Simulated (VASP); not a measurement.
The system is Sr2SO.

```
Sr S O
1.0
     4.04324    0.00000    0.00000
     0.00000    4.04324    0.00000
     0.00000    0.00000    5.71800
Sr S O
2 1 1
Direct
  0.00000 0.00000 0.00000
  0.50000 0.50000 0.50000
  0.00000 0.00000 0.50000
  0.50000 0.50000 0.00000
```

The cell comes from a database or a generator and needn't be the stable form of this composition.

Base run:

```yaml
Program: VASP 6.6.1
Functional: PBE
Potentials_or_basis: VASP PAW PBE potentials, release 64 (Sr_sv, S, O)
Cutoff: 520 eV
k_mesh: 4 × 4 × 4
Occupations: gaussian, width 0.1 eV
Spin: no spin polarisation
```

Its results: band gap on the k mesh 2.19 eV, direct; pressure 0.0 GPa.

Question: The run is repeated on the same cell with these changes: k mesh from 4 × 4 × 4 to 3 × 1 × 3; further incar settings from ALGO = Fast; EDIFF = 1e-06; NBANDS = 24 to ALGO = Normal; EDIFF = 1e-06; NBANDS = 24; ISYM = 0. What comes out?

Answer: Band gap on the k mesh 2.10 eV, direct; pressure 1.8 GPa.

Caveats: some runs use coarse meshes; an odd mesh through Γ misses points on the zone boundary, where band edges often lie (some runs).
